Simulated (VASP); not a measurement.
Input:

```
CELL_PARAMETERS angstrom
      6.01111     0.00000     0.00000
      0.00000     6.01111     0.00000
      0.00000     0.00000     6.01111
ATOMIC_POSITIONS crystal
  Ta 0.00000 0.00000 0.00000
  Ta 0.50000 0.50000 0.00000
  Ta 0.00000 0.50000 0.50000
  Ta 0.50000 0.00000 0.50000
  S  0.35468 0.35468 0.35468
  S  0.85468 0.14532 0.64532
  S  0.64532 0.85468 0.14532
  S  0.14532 0.64532 0.85468
  S  0.64532 0.64532 0.64532
  S  0.14532 0.85468 0.35468
  S  0.35468 0.14532 0.85468
  S  0.85468 0.35468 0.14532
```

These are PBEsol GGA, VASP's PBE PAW potentials (set 64) (plane waves; VASP) values and carry that method's errors. Settings: 400 eV cut-off, Gaussian smearing of 0.050 eV, potentials Ta_pv S.

Unless said otherwise, spin-orbit coupling is left out, though it shifts the bands of the heavy elements here.

### Question
Predict the band gap (along the path) with the smallest direct gap where there is one.

### Answer

```yaml
band gap (along the path): none (metal, semimetal or under 0.01 eV)
```

Total energies compare only between runs with the same potentials, cut-off and functional.

The structure was generated: TaS2 was put into the pyrite type (Pa-3), which need not be its known phase. It was relaxed first, which changed the volume by +5 %.
